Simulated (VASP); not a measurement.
# ZnCd3Se3S (R3m) in VASP: a series of runs

The runs below take ZnCd3Se3S through single point, with PBEsol.

All numbers are computed with VASP 6.6.1; they aren't measurements. Logs are shortened: lines on timing, memory, paths and dates and some standing lists are left out, and cuts for length are marked.

### 1 The structure

Symmetry: R3m, No. 160, trigonal system. The conventional cell has a = 8.525 Å, b = 8.525 Å, c = 10.390 Å, α = 90.00°, β = 90.00°, γ = 120.00°. Zn (site symmetry 3m) has 1 S at 2.39 Å and 3 Se at 2.51 Å as nearest neighbours. Around Cd (site symmetry m) lie 1 S at 2.59 Å and 3 Se at 2.67 to 2.68 Å. Se (site symmetry m) has 1 Zn at 2.51 Å and 3 Cd at 2.67 to 2.68 Å as nearest neighbours. S (site symmetry 3m) has 1 Zn at 2.39 Å and 3 Cd at 2.59 Å as nearest neighbours.

The cell was built by a generator and needn't be a form met in nature.

### 2 Single point, PBEsol

Contents of INCAR:

```
ALGO     = Normal         # electronic algorithm
EDIFF    = 1E-6           # SCF threshold, eV
ENCUT    = 520            # plane-wave cutoff, eV
GGA      = PS             # functional
ISIF     = 2              # what is computed and relaxed
ISMEAR   = 0              # smearing method
KPAR     = 4            
LASPH    = T              # aspherical terms in the spheres
LCHARG   = F              # write CHGCAR
LREAL    = F              # projectors in reciprocal space
LWAVE    = F              # write WAVECAR
NBANDS   = 46             # bands
NELM     = 100            # most SCF steps
PREC     = Accurate       # precision mode
SIGMA    = 0.03           # smearing width, eV
```

Contents of KPOINTS:

```
k-points
0
Gamma
  4 4 4
```

Contents of POSCAR:

```
ZnCd3Se3S
1.0
    4.2626510000      2.4610430000      3.4633300000
   -4.2626510000      2.4610430000      3.4633300000
    0.0000000000     -4.9220850000      3.4633300000
Zn Cd Se S
1 3 3 1
Direct
    0.9918050000      0.9918050000      0.9918050000
    0.5064320000      0.9962020000      0.5064320000
    0.9962020000      0.5064320000      0.5064320000
    0.5064320000      0.5064320000      0.9962020000
    0.2372310000      0.7625000000      0.2372310000
    0.7625000000      0.2372310000      0.2372310000
    0.2372310000      0.2372310000      0.7625000000
    0.7616920000      0.7616920000      0.7616920000
```

Potentials or basis: VASP PAW PBE potentials, release 64 (Zn, Cd, Se, S).

Run with:

```sh
$ cat potpaw_PBE.64/Zn/POTCAR potpaw_PBE.64/Cd/POTCAR potpaw_PBE.64/Se/POTCAR potpaw_PBE.64/S/POTCAR > POTCAR
$ mpirun -np 4 vasp_std > vasp.out
```

OUTCAR:

```text
EDIFF = 1E-6
   ENCUT = 520
   GGA = PS
   ISIF = 2
   ISMEAR = 0
   LASPH = T
   LREAL = F
   NELM = 100
   PREC = Accurate

 ion  position               nearest neighbor table
   1  0.992  0.992  0.992-   8 2.39   6 2.51   5 2.51   7 2.51
   2  0.506  0.996  0.506-   8 2.59   7 2.67   6 2.67   5 2.68
   3  0.996  0.506  0.506-   8 2.59   7 2.67   5 2.67   6 2.68
   4  0.506  0.506  0.996-   8 2.59   6 2.67   5 2.67   7 2.68
   5  0.237  0.763  0.237-   1 2.51   4 2.67   3 2.67   2 2.68
   6  0.763  0.237  0.237-   1 2.51   4 2.67   2 2.67   3 2.68
   7  0.237  0.237  0.763-   1 2.51   2 2.67   3 2.67   4 2.68
   8  0.762  0.762  0.762-   1 2.39   2 2.59   3 2.59   4 2.59

  LATTYP: Found a trigonal (rhomboedric) cell.
 ALAT       =     6.0184367476
 COS(alpha) =    -0.0032799841

  Lattice vectors:

 A1 = (   4.2626510000,   2.4610430000,   3.4633300000)
 A2 = (  -4.2626510000,   2.4610430000,   3.4633300000)
 A3 = (   0.0000000000,  -4.9220850000,   3.4633300000)

Analysis of symmetry for initial positions (statically):
=====================================================================
 Subroutine PRICEL returns:
 Original cell was already a primitive cell.

 Routine SETGRP: Setting up the symmetry group for a
 trigonal (rhombohedral) supercell.

 Subroutine GETGRP returns: Found  6 space group operations
 (whereof  6 operations were pure point group operations)
 out of a pool of 12 trial point group operations.

The static configuration has the point symmetry C_3v.

Analysis of symmetry for dynamics (positions and initial velocities):
=====================================================================
 Subroutine PRICEL returns:
 Original cell was already a primitive cell.

 Routine SETGRP: Setting up the symmetry group for a
 trigonal (rhombohedral) supercell.

 Subroutine GETGRP returns: Found  6 space group operations
 (whereof  6 operations were pure point group operations)
 out of a pool of 12 trial point group operations.

The dynamic configuration has the point symmetry C_3v.

 Subroutine INISYM returns: Found  6 space group operations
 (whereof  6 operations are pure point group operations),
 and found     1 'primitive' translations

----------------------------------------------------------------------------------------

                                     Primitive cell

  volume of cell :     217.9938

  direct lattice vectors                    reciprocal lattice vectors
     4.262651000  2.461043000  3.463330000     0.117297897  0.067721974  0.096246477
    -4.262651000  2.461043000  3.463330000    -0.117297897  0.067721974  0.096246477
     0.000000000 -4.922085000  3.463330000     0.000000000 -0.135443947  0.096246496

  length of vectors
     6.018436748  6.018436748  6.018436295     0.166157897  0.166157897  0.166157910

  position of ions in fractional coordinates (direct lattice)
     0.991805000  0.991805000  0.991805000
     0.506432000  0.996202000  0.506432000
     0.996202000  0.506432000  0.506432000
     0.506432000  0.506432000  0.996202000
     0.237231000  0.762500000  0.237231000
     0.762500000  0.237231000  0.237231000
     0.237231000  0.237231000  0.762500000
     0.761692000  0.761692000  0.761692000

  ion indices of the primitive-cell ions
   primitive index   ion index
                 1           1
                 2           2
                 3           3
                 4           4
                 5           5
                 6           6
                 7           7
                 8           8

----------------------------------------------------------------------------------------

 KPOINTS: k-points

Automatic generation of k-mesh.
 Grid dimensions read from file:
 generate k-points for:    4    4    4

 Generating k-lattice:

  Cartesian coordinates                     Fractional coordinates (reciprocal lattice)
     0.029324474  0.016930493  0.024061619     0.250000000 -0.000000000 -0.000000000
    -0.029324474  0.016930493  0.024061619    -0.000000000  0.250000000 -0.000000000
     0.000000000 -0.033860987  0.024061624     0.000000000  0.000000000  0.250000000

  Length of vectors
     0.041539474  0.041539474  0.041539477

  Shift w.r.t. Gamma in fractional coordinates (k-lattice)
     0.000000000  0.000000000  0.000000000

 Subroutine IBZKPT returns following result:
 ===========================================

 Found     13 irreducible k-points:

 Following reciprocal coordinates:
            Coordinates               Weight
  0.000000  0.000000  0.000000      1.000000
  0.250000  0.000000 -0.000000      6.000000
  0.500000  0.000000 -0.000000      3.000000
  0.250000  0.250000 -0.000000      6.000000
  0.500000  0.250000 -0.000000     12.000000
 -0.250000  0.250000  0.000000      6.000000
  0.500000  0.500000 -0.000000      3.000000
  0.250000  0.250000  0.250000      2.000000
  0.500000  0.250000  0.250000      6.000000
 -0.250000  0.250000  0.250000      6.000000
  0.500000  0.500000  0.250000      6.000000
 -0.250000  0.500000  0.250000      6.000000
  0.500000  0.500000  0.500000      1.000000
   k-points           NKPTS =     13   k-points in BZ     NKDIM =     13   number of bands    NBANDS=     46
   number of dos      NEDOS =    301   number of ions     NIONS =      8
   total plane-waves  NPLWV = 110592
   dimension x,y,z NGX =    48 NGY =   48 NGZ =   48
   dimension x,y,z NGXF=    96 NGYF=   96 NGZF=   96
   ions per type =               1   3   3   1
   NGX,Y,Z   is equivalent  to a cutoff of  13.26, 13.26, 13.26 a.u.
   NGXF,Y,Z  is equivalent  to a cutoff of  26.52, 26.52, 26.52 a.u.
 SYSTEM =  unknown system
   PREC   = accura    normal or accurate (medium, high low for compatibility)
   ISTART =      0    job   : 0-new  1-cont  2-samecut
   ICHARG =      2    charge: 1-file 2-atom 10-const
   ISPIN  =      1    spin polarized calculation?
   LNONCOLLINEAR =      F non collinear calculations
   LSORBIT =      F    spin-orbit coupling
   LASPH  =      T    aspherical Exc in radial PAW
   ENCUT  =  520.0 eV  38.22 Ry    6.18 a.u.  11.19 11.19 11.19*2*pi/ulx,y,z
   NELM   =    100;   NELMIN=  2; NELMDL= -5     # of ELM steps
   EDIFF  = 0.1E-05   stopping-criterion for ELM
   LREAL  =      F    real-space projection
   EDIFFG = 0.1E-04   stopping-criterion for IOM
   NSW    =      0    number of steps for IOM
   IBRION =     -1    ionic relax: 0-MD 1-quasi-New 2-CG
   NFREE  =      0    steps in history (QN), initial steepest desc. (CG)
   ISIF   =      2    stress and relaxation
   ISYM   =      2    0-nonsym 1-usesym 2-fastsym
   POTIM  = 0.5000    time-step for ionic-motion
   TEBEG  =    0.0;   TEEND  =   0.0 temperature during run
   PSTRESS=    0.0 pullay stress
   NELECT =      72.0000    total number of electrons
   NUPDOWN=      -1.0000    fix difference up-down
   EMIN   =  10.00;   EMAX   =-10.00  energy-range for DOS
   EFERMI =   0.00;   METHOD = LEGACY
   ISMEAR =     0;   SIGMA  =   0.03  broadening in eV -4-tet -1-fermi 0-gaus
   EFERMI_NEDOS =   21; number of points for ismear=-14 and -15
   IALGO  =     38    algorithm
   IMIX   =      4    mixing-type and parameters
     AMIX     =   0.40;   BMIX     =  1.00
     AMIX_MAG =   1.60;   BMIX_MAG =  1.00
  volume/ion in A,a.u.               =      27.25       183.89
  Fermi-wavevector in a.u.,A,eV,Ry     =   1.131630  2.138470 17.423425  1.280586
  Thomas-Fermi vector in A             =   2.268329
   LORBIT       =      0    0 simple, 1 ext, 2 COOP (PROOUT), +10 PAW based schemes
   GGA     = PS    functional components
   LHFCALC =     F    Hartree Fock is set to
   AEXX    =    0.0000 exact exchange contribution
   IVDW    =     0    specifies the selected vdW correction
   LEPSILON=     F    determine dielectric tensor
   LRPA    =     F    only Hartree local field effects (RPA)
 non-spin polarized calculation
 Gauss-broadening in eV      SIGMA  =   0.03
  energy-cutoff  :      520.00
  volume of cell :      217.99
 maximum number of plane-waves:      5898
 NGX is ok and might be reduce to    48
   NGX = 23   NGY = 23   NGZ = 23

 number of electron      72.0000001 magnetization

 Free energy of the ion-electron system (eV)
  ---------------------------------------------------
  ext. energy  EPLUGINS =         0.00000000
  ---------------------------------------------------
  free energy    TOTEN  =       -25.77991700 eV

  energy without entropy =      -25.77991700  energy(sigma->0) =      -25.77991700

 E-fermi :   0.8687     XC(G=0):  -9.0462

 val. band max:        0.6943953001   @ k =   0.0000   0.0000   0.0000
 cond. band min:       1.2624382074   @ k =   0.0000   0.0000   0.0000
 fundamental gap:      0.5680429074
 Fermi energy:         0.8686726700

 k-point     1 :       0.0000    0.0000    0.0000
  band No.  band energies     occupation
      1     -11.7715      2.00000
      2     -11.1825      2.00000
      3     -11.1825      2.00000
      4     -11.1416      2.00000
      5      -7.0043      2.00000
      6      -7.0043      2.00000
[... 38 lines left out ...]
     45       6.6612      0.00000
     46       6.7097      0.00000

 k-point     2 :       0.2500    0.0000   -0.0000
  band No.  band energies     occupation
      1     -11.6924      2.00000
      2     -11.2576      2.00000
      3     -11.1829      2.00000
      4     -11.1513      2.00000
      5      -6.9947      2.00000
      6      -6.9869      2.00000
[... 38 lines left out ...]
     45       7.1545      0.00000
     46       7.1799      0.00000

 k-point     3 :       0.5000    0.0000   -0.0000
  band No.  band energies     occupation
      1     -11.5485      2.00000
      2     -11.4053      2.00000
      3     -11.1833      2.00000
      4     -11.1534      2.00000
      5      -6.9513      2.00000
      6      -6.9441      2.00000
[... 479 lines left out ...]
     45       7.2082      0.00000
     46       7.2952      0.00000

 k-point    13 :       0.5000    0.5000    0.5000
  band No.  band energies     occupation
      1     -11.4047      2.00000
      2     -11.3043      2.00000
      3     -11.3043      2.00000
      4     -11.2495      2.00000
      5      -6.9634      2.00000
      6      -6.9634      2.00000
[... 38 lines left out ...]
     45       7.0669      0.00000
     46       7.3620      0.00000

------------------------ aborting loop because EDIFF is reached ----------------------------------------

  FORCE on cell =-STRESS in cart. coord.  units (eV):
  Direction    XX          YY          ZZ          XY          YZ          ZX
  --------------------------------------------------------------------------------------
  -------------------------------------------------------------------------------------
  Total       -3.6747864     -3.6747863     -3.6598545      0.0000000     -0.0000004      0.0000000
  in kB      -27.0083862    -27.0083854    -26.8986422      0.0000000     -0.0000026      0.0000000
  external PRESSURE =     -26.9718046 kB  Pullay stress =       0.0000000 kB

 VOLUME and BASIS-vectors are now :
 -----------------------------------------------------------------------------
  energy-cutoff  :      520.00
  volume of cell :      217.99
      direct lattice vectors                 reciprocal lattice vectors
     4.262651000  2.461043000  3.463330000     0.117297897  0.067721974  0.096246477
    -4.262651000  2.461043000  3.463330000    -0.117297897  0.067721974  0.096246477
     0.000000000 -4.922085000  3.463330000     0.000000000 -0.135443947  0.096246496

 POSITION                                       TOTAL-FORCE (eV/Angst)
 -----------------------------------------------------------------------------------
      0.00000      0.00000     10.30484         0.000000     -0.000000     -0.001296
     -2.08772      1.20535      6.95806        -0.006412      0.003702     -0.005820
      2.08772      1.20535      6.95806         0.006412      0.003702     -0.005820
      0.00000     -2.41069      6.95806         0.000000     -0.007404     -0.005820
     -2.23904      1.29271      4.28401         0.012641     -0.007298      0.007262
      2.23904      1.29271      4.28401        -0.012641     -0.007298      0.007262
      0.00000     -2.58542      4.28401         0.000000      0.014597      0.007262
      0.00000      0.00000      7.91397         0.000000     -0.000000     -0.003030
 -----------------------------------------------------------------------------------
    total drift:                               -0.000000     -0.000006     -0.002880

  FREE ENERGIE OF THE ION-ELECTRON SYSTEM (eV)
  ---------------------------------------------------
  free  energy   TOTEN  =       -25.7799169967 eV

  energy  without entropy=      -25.7799169967  energy(sigma->0) =      -25.77991700
```

Run time: 29 s. Hardware: 4 MPI ranks of Intel Xeon 6975P-C (Granite Rapids), shared host; peak memory 0.4 GiB.

Results:

```yaml
Free_energy: -25.7799 eV
Pressure: -2.7 GPa
Largest_force: 0.016 eV/Å
Band_gap_on_the_k_mesh: 0.57 eV, direct
```

Forces in eV/Å, atoms in the order of the input:
```
Zn   0.000  0.000 -0.001
Cd  -0.006  0.004 -0.006
Cd   0.006  0.004 -0.006
Cd   0.000 -0.007 -0.006
Se   0.013 -0.007  0.007
Se  -0.013 -0.007  0.007
Se   0.000  0.015  0.007
S    0.000  0.000 -0.003
```

Caveat: the PAW data sets were made with another functional, which shifts forces and pressure a little. Expect the measured gap to be larger: semilocal functionals such as PBEsol lack the derivative discontinuity.

### 3 Single point, PBEsol

Contents of INCAR:

```
PREC     = Accurate       # precision mode
ENCUT    = 520            # plane-wave cutoff, eV
EDIFF    = 1E-7           # SCF threshold, eV
ISMEAR   = 0              # smearing method
SIGMA    = 0.03           # smearing width, eV
LREAL    = F              # projectors in reciprocal space
LASPH    = T              # aspherical terms in the spheres
NELM     = 80             # most SCF steps
ALGO     = Fast           # electronic algorithm
ISIF     = 2              # what is computed and relaxed
LWAVE    = F              # write WAVECAR
LCHARG   = F              # write CHGCAR
GGA      = PS             # functional
NBANDS   = 46             # bands
KPAR     = 4
```

Contents of KPOINTS:

```
Automatic mesh
0
Gamma
  4 4 4
```

POSCAR is that of step 2.

Potentials or basis: VASP PAW PBE potentials, release 64 (Zn, Cd, Se, S).

Run with:

```sh
$ cat potpaw_PBE.64/Zn/POTCAR potpaw_PBE.64/Cd/POTCAR potpaw_PBE.64/Se/POTCAR potpaw_PBE.64/S/POTCAR > POTCAR
$ mpirun -np 4 vasp_std > vasp.out
```

It took 56 s on 4 MPI ranks of Intel Xeon Platinum 8488C (Sapphire Rapids), shared host; peak memory 0.4 GiB.

Results (log left out):

```yaml
Free_energy: -25.7799 eV
Pressure: -2.7 GPa
Largest_force: 0.016 eV/Å
Band_gap_on_the_k_mesh: 0.57 eV, direct
```

Forces in eV/Å, atoms in the order of the input:
```
Zn   0.000  0.000 -0.001
Cd  -0.006  0.004 -0.006
Cd   0.006  0.004 -0.006
Cd   0.000 -0.007 -0.006
Se   0.013 -0.007  0.007
Se  -0.013 -0.007  0.007
Se   0.000  0.015  0.007
S    0.000  0.000 -0.003
```

Levels at points of the mesh, in eV from the valence-band top:
```
           k point  band 32  band 33  band 34  band 35  band 36  band 37  band 38  band 39  band 40  band 41
(0.00, 0.00, 0.00)    -1.73    -1.68    -0.04    -0.04     0.00     0.57     3.04     3.04     3.35     3.51
(0.50, 0.00, 0.00)    -2.14    -1.21    -1.08    -0.91    -0.75     3.12     3.28     4.15     4.24     4.82
(0.50, 0.50, 0.00)    -1.79    -0.99    -0.89    -0.72    -0.44     3.36     3.75     3.84     3.85     5.48
(0.50, 0.50, 0.50)    -0.74    -0.74    -0.62    -0.45    -0.45     2.18     2.32     2.43     2.43     6.17
```

Caveat: the PAW data sets were made with another functional, which shifts forces and pressure a little. A hybrid or GW would open this gap; PBEsol tends to underestimate it.
